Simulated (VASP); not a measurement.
Crystal: Ca.

```xyz
1
Lattice="0.0000 2.7942 2.7942 2.7942 0.0000 2.7942 2.7942 2.7942 0.0000" Properties=species:S:1:pos:R:3 pbc="T T T"
Ca    0.0000    0.0000    0.0000
```

| Quantity | Value |
| --- | --- |
| Program | VASP 6.6.1 |
| Task | relaxation of cell and atoms |
| Functional | PBE |
| Potentials or basis | VASP PAW PBE potentials, release 64 (Ca_sv) |
| Cutoff | 600 eV |
| k mesh | 13 × 13 × 13 |
| Occupations | methfessel-paxton, width 0.1 eV |
| Spin | no spin polarisation |

At the start: pressure -0.5 GPa; volume 43.63 Å³/atom.

Where does the relaxation end?

Over 3 steps the energy falls by 2.3 meV/atom and the volume is 42.25 Å³/atom (-3.2 %); space group Fm-3m (No. 225, to 0.05 Å).

The path:
```
step  energy change (eV)  largest force (eV/Å)  pressure (GPa)  volume (Å³)
   1              0.0000                0.0000           -0.54        43.63
   2             -0.0020                0.0000           -0.18        42.71
   3             -0.0023                0.0000            0.01        42.25
```

Final structure:
```
CELL_PARAMETERS angstrom
0.00000 2.76431 2.76431
2.76431 0.00000 2.76431
2.76431 2.76431 0.00000
ATOMIC_POSITIONS crystal
Ca 0.00000 0.00000 0.00000
```
